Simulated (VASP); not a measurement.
Calculation: PBE GGA, VASP's PBE PAW potentials (set 64) (plane waves; VASP).

VASP input:

POSCAR:
```
Al31GaO48
1.0
  9.1758475656  -4.8065975332   0.0004141407
  9.1758475656   4.8065975332   0.0004141407
  6.6576428475   0.0000000000   7.9357007201
Ga Al O
1 31 48
Direct
  0.4275000000   0.4276880000   0.4234330000
  0.1760000000   0.1760000000   0.1760000000
  0.0740000000   0.0740000000   0.0740000000
  0.3216050000   0.3305500000   0.3205280000
  0.4260000000   0.4260000000   0.9260000000
  0.1760000000   0.1760000000   0.6760000000
  0.0740000000   0.0740000000   0.5740000000
  0.3240000000   0.3240000000   0.8240000000
  0.4260000000   0.9260000000   0.4260000000
  0.1760000000   0.6760000000   0.1760000000
  0.0740000000   0.5740000000   0.0740000000
  0.3240000000   0.8240000000   0.3240000000
  0.4260000000   0.9260000000   0.9260000000
  0.1760000000   0.6760000000   0.6760000000
  0.0792200000   0.5711240000   0.5765670000
  0.3240000000   0.8240000000   0.8240000000
  0.9260000000   0.4260000000   0.4260000000
  0.6760000000   0.1760000000   0.1760000000
  0.5740000000   0.0740000000   0.0740000000
  0.8240000000   0.3240000000   0.3240000000
  0.9260000000   0.4260000000   0.9260000000
  0.6760000000   0.1760000000   0.6760000000
  0.5714980000   0.0788980000   0.5690380000
  0.8240000000   0.3240000000   0.8240000000
  0.9260000000   0.9260000000   0.4260000000
  0.6760000000   0.6760000000   0.1760000000
  0.5777390000   0.5674180000   0.0777860000
  0.8240000000   0.8240000000   0.3240000000
  0.9260000000   0.9260000000   0.9260000000
  0.6760000000   0.6760000000   0.6760000000
  0.5740000000   0.5740000000   0.5740000000
  0.8240000000   0.8240000000   0.8240000000
  0.2220000000   0.0280000000   0.3750000000
  0.0280000000   0.3750000000   0.2220000000
  0.2780000000   0.4720000000   0.1250000000
  0.1250000000   0.2780000000   0.4720000000
  0.4720000000   0.1250000000   0.2780000000
  0.3750000000   0.2220000000   0.0280000000
  0.2220000000   0.0280000000   0.8750000000
  0.0280000000   0.3750000000   0.7220000000
  0.2782680000   0.4758550000   0.6265710000
  0.1250000000   0.2780000000   0.9720000000
  0.4720000000   0.1250000000   0.7780000000
  0.3732740000   0.2283130000   0.5285720000
  0.2255370000   0.5226650000   0.3754830000
  0.0280000000   0.8750000000   0.2220000000
  0.2780000000   0.9720000000   0.1250000000
  0.1250000000   0.7780000000   0.4720000000
  0.4672510000   0.6301970000   0.2760050000
  0.3750000000   0.7220000000   0.0280000000
  0.2220000000   0.5280000000   0.8750000000
  0.0280000000   0.8750000000   0.7220000000
  0.2780000000   0.9720000000   0.6250000000
  0.1250000000   0.7780000000   0.9720000000
  0.4720000000   0.6250000000   0.7780000000
  0.3750000000   0.7220000000   0.5280000000
  0.7220000000   0.0280000000   0.3750000000
  0.5325400000   0.3763690000   0.2188390000
  0.7780000000   0.4720000000   0.1250000000
  0.6241280000   0.2822160000   0.4678350000
  0.9720000000   0.1250000000   0.2780000000
  0.8750000000   0.2220000000   0.0280000000
  0.7220000000   0.0280000000   0.8750000000
  0.5280000000   0.3750000000   0.7220000000
  0.7780000000   0.4720000000   0.6250000000
  0.6250000000   0.2780000000   0.9720000000
  0.9720000000   0.1250000000   0.7780000000
  0.8750000000   0.2220000000   0.5280000000
  0.7220000000   0.5280000000   0.3750000000
  0.5280000000   0.8750000000   0.2220000000
  0.7780000000   0.9720000000   0.1250000000
  0.6250000000   0.7780000000   0.4720000000
  0.9720000000   0.6250000000   0.2780000000
  0.8750000000   0.7220000000   0.0280000000
  0.7220000000   0.5280000000   0.8750000000
  0.5280000000   0.8750000000   0.7220000000
  0.7780000000   0.9720000000   0.6250000000
  0.6250000000   0.7780000000   0.9720000000
  0.9720000000   0.6250000000   0.7780000000
  0.8750000000   0.7220000000   0.5280000000
```

**KPOINTS**
```
Automatic mesh
0
Gamma
1 1 1
0 0 0
```

### INCAR
```
# general
SYSTEM  = Al31GaO48
PREC    = Normal
ENCUT   = 400   # plane-wave cut-off (eV)
LREAL   = Auto   # projection in real space or not
LASPH   = .True.
ISYM    = 0
NELECT  = 382.0

# electronic loop
EDIFF   = 1E-5   # SCF stop (eV)
NELM    = 100   # most electronic steps
NELMIN  = 4
ALGO    = Fast   # Davidson, then RMM-DIIS
LMAXMIX = 4   # l cut-off of mixed one-centre charges

# smearing
ISMEAR  = 0
SIGMA   = 0.05

# functional
GGA     = PE   # PBE

# ions
IBRION  = 2
NSW     = 60   # most ionic steps
ISIF    = 2   # forces and stress, cell fixed
EDIFFG  = -0.03

# output
LWAVE   = .False.
LCHARG  = .False.
```

POTCAR, in this order: Ga Al O (PBE.64 set). Program: vasp_gam.

At this cut-off the stress carries a Pulay error, which pulls relaxed volumes low. The cell is charged, with a uniform compensating background. The supercell is sampled at Γ alone, which is coarse: total energies, pressure and levels can be off, energies of defects by several tenths of an eV.

Problem. Estimate the energy per atom (σ→0).

Solution. 
```
Item                            Value
---------------------  --------------
energy per atom (σ→0)  -7.584 eV/atom
```

OSZICAR:
```
...
   9 F= -.60675401E+03 E0= -.60671958E+03  d E =-.367138E-02
       N       E                     dE             d eps       ncg     rms          rms(c)
DAV:   1    -0.606754399731E+03   -0.38073E-03   -0.49174E-01   464   0.174E+00    0.113E-01
RMM:   2    -0.606755290119E+03   -0.89039E-03   -0.10173E-02   464   0.236E-01    0.506E-02
RMM:   3    -0.606755287783E+03    0.23364E-05   -0.68095E-04   464   0.653E-02    0.334E-02
RMM:   4    -0.606755266844E+03    0.20938E-04   -0.15503E-04   464   0.269E-02    0.161E-02
RMM:   5    -0.606755265016E+03    0.18281E-05   -0.27279E-05   300   0.114E-02
  10 F= -.60675527E+03 E0= -.60672084E+03  d E =-.125183E-02
```

The cell is a supercell with a defect, built from Al2O3 (corundum): Ga_Al, charge +2. The run is not spin-polarised, so no state with unpaired spins was tried.
